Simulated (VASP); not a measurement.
CdSi4O:

```xyz
6
Lattice="0.0000 3.6018 3.6018 3.6018 0.0000 3.6018 3.6018 3.6018 0.0000" Properties=species:S:1:pos:R:3 pbc="T T T"
Cd    3.6018    3.6018    3.6018
Si    4.4898    4.4898    6.3155
Si    4.4898    6.3155    4.4898
Si    6.3155    6.3155    6.3155
Si    6.3155    4.4898    4.4898
O     1.8009    1.8009    1.8009
```

The cell was built by a generator and needn't be a form met in nature.

```yaml
Program: VASP 6.6.1
Task: relaxation of cell and atoms
Functional: BLYP
Potentials_or_basis: VASP PAW PBE potentials, release 64 (Cd, Si, O)
Cutoff: 600 eV
k_mesh: 5 × 5 × 5
Occupations: fermi-dirac, width 0.05 eV
Spin: no spin polarisation
```

At the start: pressure 6.6 GPa; volume 15.57 Å³/atom.

**Question.** Where does the relaxation end?

**Answer.** Over 3 steps the energy falls by 26.8 meV/atom and the volume is 16.99 Å³/atom (+9.1 %); space group F-43m (No. 216, to 0.05 Å).

The path:
```csv
step,energy change (eV),largest force (eV/Å),pressure (GPa),volume (Å³)
1,0.0000,0.0835,6.55,93.45
2,-0.1603,0.0070,-0.23,102.33
3,-0.1605,0.0096,0.02,101.93
```

Final structure:
```yaml
crystal:
  lattice:
    - [0.00000, 3.70756, 3.70756]
    - [3.70756, 0.00000, 3.70756]
    - [3.70756, 3.70756, 0.00000]
  atoms:
    - { symbol: Cd, position: [0.50000, 0.50000, 0.50000] }
    - { symbol: Si, position: [0.87703, 0.87703, 0.36891] }
    - { symbol: Si, position: [0.87703, 0.36891, 0.87703] }
    - { symbol: Si, position: [0.87703, 0.87703, 0.87703] }
    - { symbol: Si, position: [0.36891, 0.87703, 0.87703] }
    - { symbol: O, position: [0.25000, 0.25000, 0.25000] }
```

Caveat: the PAW data sets were made with another functional, which shifts forces and pressure a little.
